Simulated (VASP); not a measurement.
Input:

```yaml
crystal:
  lattice:
    - [-2.06807, 2.06807, 2.06807]
    - [2.06807, -2.06807, 2.06807]
    - [2.06807, 2.06807, -2.06807]
  atoms:
    - { symbol: Na, position: [0.00000, 0.00000, 0.00000] }
```

These are PBEsol GGA, VASP's PBE PAW potentials (set 64) (plane waves; VASP 6.6.1) values and carry that method's errors. Settings: 400 eV cut-off, 11×11×11 Γ-centred mesh, first-order Methfessel-Paxton smearing of 0.10 eV, potentials Na_pv.

**Question.** Predict the energy per atom (σ→0), band gap (on the k-mesh) with the smallest direct gap where there is one.

**Answer.** 
```json
{
  "band gap (on the k-mesh)": "none (metal, semimetal or under 0.01 eV)",
  "energy per atom (σ→0)": "-1401 meV/atom"
}
```

The compound is Na in the bcc structure. It was relaxed first, which changed the volume by -8 %. The start is the result of an earlier pass.
